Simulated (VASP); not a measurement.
An input for Ansatz (written as the equivalent of a VASP run, and not itself run):

Ansatz 0.2 input:
```yaml
crystal:
  lattice:
    - [1.6344070, -2.8308764, 0.0000000]
    - [1.6344070, 2.8308764, 0.0000000]
    - [0.0000000, 0.0000000, 12.9360261]
  atoms:
    - { symbol: Mo, position: [0.3333330, 0.6666670, 0.2500000] }
    - { symbol: Mo, position: [0.6666670, 0.3333330, 0.7500000] }
    - { symbol: Se, position: [0.3333330, 0.6666670, 0.8789002] }
    - { symbol: Se, position: [0.6666670, 0.3333330, 0.3789002] }
    - { symbol: Se, position: [0.6666670, 0.3333330, 0.1210998] }
    - { symbol: Se, position: [0.3333330, 0.6666670, 0.6210998] }
kpoints:
  mp_grid: { grid: [7, 7, 2] }
hamiltonian:
  xc: pbesol
  pseudopotentials: { kind: paw }
scf:
  occupations: { method: gaussian, width: 0.05 }
  max_iter: 100
relax:
  max_steps: 60
  f_tol: 0.02
  cell: {}
output: { forces: true, stress: true, eigenvalues: true }
```

Problem. Translate this input to VASP (INCAR, KPOINTS, POSCAR, choice of POTCAR).

Solution. Several could match; the one computed here: 
INCAR:
```
! general
SYSTEM  = MoSe2
PREC    = Accurate
ENCUT   = 400
LREAL   = .False.   ! projection in real space or not
LASPH   = .True.   ! aspherical one-centre terms

! electronic loop
EDIFF   = 1E-6
NELM    = 100   ! most electronic steps
ALGO    = Normal   ! blocked Davidson
LMAXMIX = 4

! smearing
ISMEAR  = 0
SIGMA   = 0.05

! functional
GGA     = PS   ! PBEsol

! ions
IBRION  = 2   ! conjugate gradients
NSW     = 60   ! most ionic steps
ISIF    = 3   ! ions, shape and volume
EDIFFG  = -0.02

! output
LWAVE   = .False.
LCHARG  = .False.
```

File POSCAR:
```
MoSe2
1
    1.6344069911    -2.8308763623    -0.0000000000
    1.6344069911     2.8308763623     0.0000000000
   -0.0000000000     0.0000000000    12.9360261472
Mo Se
2 4
Direct
  0.3333330000   0.6666670000   0.2500000000
  0.6666670000   0.3333330000   0.7500000000
  0.3333330000   0.6666670000   0.8789001634
  0.6666670000   0.3333330000   0.3789001634
  0.6666670000   0.3333330000   0.1210998366
  0.3333330000   0.6666670000   0.6210998366
```

File KPOINTS:
```
Automatic
0
Gamma
 7 7 2
```

POTCAR, in this order: Mo_sv Se (PBE.64 set). Program: vasp_std.

What does not carry over: each code has its own PAW files, so the cut-off isn't converted (ENCUT is set for VASP's; basis.ecutwfc is left out, and Ansatz then takes the one that its files recommend); Ansatz stops its SCF on the density residual and VASP on the energy change (EDIFF).

The compound is MoSe2 in the 2H layered structure. This run relaxes it. Symmetry was kept, so distortions that lower it aren't found. The start is the result of an earlier pass.
